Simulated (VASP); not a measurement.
All values below come from PBE GGA, VASP's PBE PAW potentials (set 64) (plane waves; VASP).

VASP input:

**INCAR**
```
ALGO  =  Normal
EDIFF  =  1E-8
ENCUT  =  520
GGA  =  PE
IBRION  =  8
ISMEAR  =  0
LASPH  =  .TRUE.
LCHARG  =  .FALSE.
LEPSILON  =  .TRUE.
LREAL  =  .FALSE.
LWAVE  =  .FALSE.
NELM  =  100
NSW  =  1
PREC  =  Accurate
SIGMA  =  0.01
SYSTEM  =  LiH
```

KPOINTS:
```
Automatic mesh
0
Gamma
11 11 11
0 0 0
```

File POSCAR:
```
LiH
1
    0.0000000000     1.9991872349     1.9991872349
    1.9991872349     0.0000000000     1.9991872349
    1.9991872349     1.9991872349     0.0000000000
Li H
1 1
Direct
  0.0000000000   0.0000000000   0.0000000000
  0.5000000000   0.5000000000   0.5000000000
```

POTCAR, in this order: Li_sv H (PBE.64 set). Program: vasp_std.

The run wrote:

**OUTCAR**
```


 HEAD OF MICROSCOPIC STATIC DIELECTRIC TENSOR (INDEPENDENT PARTICLE, excluding Hartree and local field effects)
 ------------------------------------------------------
           4.460296    -0.000000     0.000000
          -0.000000     4.460296    -0.000000
          -0.000000    -0.000000     4.460296
 ------------------------------------------------------

 MACROSCOPIC STATIC DIELECTRIC TENSOR (including local field effects in DFT)
 ------------------------------------------------------
           4.412463    -0.000000     0.000000
           0.000000     4.412463    -0.000000
           0.000000     0.000000     4.412463
 ------------------------------------------------------

 PIEZOELECTRIC TENSOR (including local field effects)  for field in x, y, z        (e  Angst)
          XX          YY          ZZ          XY          YZ          ZX
  --------------------------------------------------------------------------------
  x     0.00000     0.00000     0.00000     0.00000     0.00000     0.00000
  y     0.00000     0.00000     0.00000     0.00000     0.00000     0.00000
  z     0.00000     0.00000     0.00000     0.00000     0.00000     0.00000

 PIEZOELECTRIC TENSOR (including local field effects)  for field in x, y, z        (C/m^2)
          XX          YY          ZZ          XY          YZ          ZX
  --------------------------------------------------------------------------------
  x     0.00000     0.00000     0.00000     0.00000     0.00000     0.00000
  y     0.00000     0.00000     0.00000     0.00000     0.00000     0.00000
  z     0.00000     0.00000     0.00000     0.00000     0.00000     0.00000

 BORN EFFECTIVE CHARGES (including local field effects) (in |e|, cummulative output)
 ---------------------------------------------------------------------------------
 ion    1
    1     1.01983    -0.00000     0.00000
    2    -0.00000     1.01983    -0.00000
    3    -0.00000     0.00000     1.01983
 ion    2
    1    -1.01983     0.00000    -0.00000
    2     0.00000    -1.01983     0.00000
    3     0.00000    -0.00000    -1.01983

   1 f  =   17.728084 THz   111.388834 2PiTHz  591.345217 cm-1    73.317430 meV

   2 f  =   17.728084 THz   111.388834 2PiTHz  591.345217 cm-1    73.317430 meV

   3 f  =   17.728084 THz   111.388834 2PiTHz  591.345217 cm-1    73.317430 meV

   4 f/i=    0.013531 THz     0.085015 2PiTHz    0.451329 cm-1     0.055958 meV

   5 f/i=    0.013531 THz     0.085015 2PiTHz    0.451329 cm-1     0.055958 meV

   6 f/i=    0.013531 THz     0.085015 2PiTHz    0.451329 cm-1     0.055958 meV

 MACROSCOPIC STATIC DIELECTRIC TENSOR IONIC CONTRIBUTION
 ------------------------------------------------------
          10.482800     0.000000     0.000000
           0.000000    10.482800     0.000000
           0.000000     0.000000    10.482800
 ------------------------------------------------------

 ELASTIC MODULI CONTR FROM IONIC RELAXATION (kBar)
 Direction    XX          YY          ZZ          XY          YZ          ZX
 --------------------------------------------------------------------------------
 XX           0.0000      0.0000      0.0000      0.0000      0.0000      0.0000
 YY           0.0000      0.0000      0.0000      0.0000      0.0000      0.0000
 ZZ           0.0000      0.0000      0.0000      0.0000      0.0000      0.0000
 XY           0.0000      0.0000      0.0000      0.0000      0.0000      0.0000
 YZ           0.0000      0.0000      0.0000      0.0000      0.0000      0.0000
 ZX           0.0000      0.0000      0.0000      0.0000      0.0000      0.0000
 --------------------------------------------------------------------------------

 PIEZOELECTRIC TENSOR IONIC CONTR  for field in x, y, z        (C/m^2)
          XX          YY          ZZ          XY          YZ          ZX
  --------------------------------------------------------------------------------
  x     0.00000     0.00000     0.00000     0.00000     0.00000     0.00000
  y     0.00000     0.00000     0.00000     0.00000     0.00000     0.00000
  z     0.00000     0.00000     0.00000     0.00000     0.00000     0.00000
```
(Selected blocks of OUTCAR.)

The compound is LiH in the rock salt structure. It was relaxed first, which changed the volume by -6 %.
